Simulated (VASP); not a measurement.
Method: r2SCAN meta-GGA, VASP's PBE PAW potentials (set 64) (plane waves; VASP).

VASP input:

INCAR:
```
SYSTEM = ScAgSe2
PREC = Accurate
ENCUT = 400
EDIFF = 1E-6
NELM = 100
ALGO = Normal
LREAL = .FALSE.
LASPH = .TRUE.
ISMEAR = 0
SIGMA = 0.05
METAGGA = R2SCAN
LMIXTAU = .TRUE.
LMAXMIX = 4
LWAVE = .FALSE.
LCHARG = .FALSE.
IBRION = 2
ISIF = 3
NSW = 60
EDIFFG = -0.02
```

**KPOINTS**
```
K-points
0
Gamma
  6 6 3
```

**POSCAR**
```
ScAgSe2
1
    3.9026501650     0.0000000000     0.0000000000
   -1.9513250825     3.3797936903    -0.0000000000
    0.0000000000     0.0000000000     6.6077819077
Sc Ag Se
1 1 2
Direct
  0.0000000000   0.0000000000   1.0000000000
  0.0000000000   0.0000000000   0.5000000000
  0.3333330000   0.6666670000   0.2323865054
  0.6666670000   0.3333330000   0.7676134946
```

POTCAR, in this order: Sc_sv Ag Se (PBE.64 set). Program: vasp_std.

What does the run give for the energy per atom (σ→0)?

| Item | Value |
|---|---|
| energy per atom (σ→0) | -16.616 eV/atom |

### OSZICAR
```
...
DAV:  16    -0.664633244713E+02   -0.14098E-04   -0.53997E-05   939   0.536E-02    0.174E-02
DAV:  17    -0.664633233311E+02    0.11402E-05   -0.18929E-06   647   0.143E-02    0.140E-02
DAV:  18    -0.664633354598E+02   -0.12129E-04   -0.72761E-06   834   0.188E-02    0.836E-03
DAV:  19    -0.664633390272E+02   -0.35674E-05   -0.79841E-06   941   0.182E-02    0.284E-03
DAV:  20    -0.664633359080E+02    0.31191E-05   -0.44453E-07   417   0.877E-03    0.224E-03
DAV:  21    -0.664633375625E+02   -0.16544E-05   -0.24363E-07   392   0.582E-03    0.197E-03
DAV:  22    -0.664633369518E+02    0.61064E-06   -0.19061E-07   387   0.548E-03
   1 F= -.66463337E+02 E0= -.66463337E+02  d E =-.664633E+02
```

The structure comes from a computed database's ScAgSe2 entry (P-3m1); how it stands against other phases isn't given here. It was relaxed first. The start is the result of an earlier pass.
